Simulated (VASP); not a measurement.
Level of theory: SCAN meta-GGA, VASP's PBE PAW potentials (set 64) (plane waves; VASP).

VASP input:

### KPOINTS_OPT
```
k-points along high-symmetry lines
10
Line-mode
Reciprocal
  0.000000   0.000000   0.000000 ! GAMMA
  0.500000   0.000000   0.500000 ! X

  0.500000   0.000000   0.500000 ! X
  0.625000   0.250000   0.625000 ! U

  0.375000   0.375000   0.750000 ! K
  0.000000   0.000000   0.000000 ! GAMMA

  0.000000   0.000000   0.000000 ! GAMMA
  0.500000   0.500000   0.500000 ! L

  0.500000   0.500000   0.500000 ! L
  0.500000   0.250000   0.750000 ! W

  0.500000   0.250000   0.750000 ! W
  0.500000   0.000000   0.500000 ! X
```

INCAR:
```
ALGO = Normal
EDIFF = 1E-7
ENCUT = 520
ISIF = 2
ISMEAR = -5
LASPH = T
LCHARG = F
LMIXTAU = T
LORBIT = 11
LREAL = F
LWAVE = F
METAGGA = SCAN
NEDOS = 601
NELM = 100
PREC = Accurate
SYSTEM = NaF
```

**KPOINTS**
```
K-points
0
Gamma
 11 11 11
```

POSCAR:
```
NaF
1
    0.0000000000     2.2738256490     2.2738256490
    2.2738256490     0.0000000000     2.2738256490
    2.2738256490     2.2738256490     0.0000000000
Na F
1 1
Direct
  0.0000000000   0.0000000000   0.0000000000
  0.5000000000   0.5000000000   0.5000000000
```

POTCAR, in this order: Na_pv F (PBE.64 set). Program: vasp_std.

Output of the run:

### OSZICAR
```
       N       E                     dE             d eps       ncg     rms          rms(c)
DAV:   1     0.108528380850E+03    0.10853E+03   -0.85066E+03  1241   0.158E+03
DAV:   2    -0.109184840738E+02   -0.11945E+03   -0.11155E+03  1343   0.375E+02
DAV:   3    -0.169858262065E+02   -0.60673E+01   -0.60520E+01  1442   0.878E+01
DAV:   4    -0.170400500346E+02   -0.54224E-01   -0.54215E-01  1349   0.905E+00
DAV:   5    -0.170406566347E+02   -0.60660E-03   -0.60659E-03  1436   0.982E-01    0.492E+00
DAV:   6    -0.141560208219E+02    0.28846E+01   -0.15241E+00  1716   0.176E+01    0.159E+00
DAV:   7    -0.137899985691E+02    0.36602E+00   -0.10477E+00  1232   0.141E+01    0.176E+00
DAV:   8    -0.140478615287E+02   -0.25786E+00   -0.39989E-01  1235   0.998E+00    0.604E-01
DAV:   9    -0.133869491857E+02    0.66091E+00   -0.11503E-01  1232   0.454E+00    0.728E-01
DAV:  10    -0.136351717772E+02   -0.24822E+00   -0.18598E-01  1232   0.492E+00    0.196E-01
DAV:  11    -0.136232417871E+02    0.11930E-01   -0.31520E-03  1418   0.700E-01    0.189E-01
DAV:  12    -0.136327185824E+02   -0.94768E-02   -0.43183E-03  1232   0.112E+00    0.585E-02
DAV:  13    -0.136419641402E+02   -0.92456E-02   -0.48912E-03  1232   0.106E+00    0.233E-02
DAV:  14    -0.136420697429E+02   -0.10560E-03   -0.11927E-04  1295   0.168E-01    0.173E-02
DAV:  15    -0.136420340585E+02    0.35684E-04   -0.30057E-05  1250   0.887E-02    0.894E-03
DAV:  16    -0.136420749979E+02   -0.40939E-04   -0.10338E-05  1268   0.538E-02    0.109E-03
DAV:  17    -0.136420621153E+02    0.12883E-04   -0.20044E-06  1280   0.234E-02    0.725E-04
DAV:  18    -0.136420629518E+02   -0.83650E-06   -0.23265E-06  1256   0.246E-02    0.565E-04
DAV:  19    -0.136420642058E+02   -0.12540E-05   -0.47278E-07  1280   0.106E-02    0.244E-04
DAV:  20    -0.136420628479E+02    0.13578E-05   -0.32606E-08  1409   0.307E-03    0.258E-04
DAV:  21    -0.136420633059E+02   -0.45793E-06   -0.22068E-09   667   0.747E-04    0.991E-05
DAV:  22    -0.136420632185E+02    0.87374E-07   -0.16937E-09   682   0.640E-04
   1 F= -.13642063E+02 E0= -.13642063E+02  d E =0.000000E+00
       N       E                     dE             ncg
       N       E                     dE             ncg
```

**OUTCAR**
```
------------------------ aborting loop because EDIFF is reached ----------------------------------------
  FORCE on cell =-STRESS in cart. coord.  units (eV):
  Direction    XX          YY          ZZ          XY          YZ          ZX
  --------------------------------------------------------------------------------------
  Total        0.0052849      0.0052849      0.0052849     -0.0000000      0.0000000      0.0000000
  in kB        0.3601194      0.3601194      0.3601194     -0.0000000      0.0000000      0.0000000
  external PRESSURE =       0.3601194 kB  Pullay stress =       0.0000000 kB
  volume of cell :       23.51
      direct lattice vectors                 reciprocal lattice vectors
     0.000000000  2.273825649  2.273825649    -0.219893729  0.219893729  0.219893729
     2.273825649  0.000000000  2.273825649     0.219893729 -0.219893729  0.219893729
     2.273825649  2.273825649  0.000000000     0.219893729  0.219893729 -0.219893729
  FREE ENERGIE OF THE ION-ELECTRON SYSTEM (eV)
  ---------------------------------------------------
  free  energy   TOTEN  =       -13.6420632185 eV

  energy  without entropy=      -13.6420632185  energy(sigma->0) =      -13.64206322

 total charge

# of ion       s       p       d       tot
------------------------------------------
    1        0.053   6.000   0.000   6.052
    2        1.735   4.414   0.000   6.149
--------------------------------------------------
tot          1.788  10.413   0.000  12.201
```
(Selected blocks of OUTCAR.)

The compound is NaF in the rock salt structure. It was relaxed first, which changed the volume by -5 %.
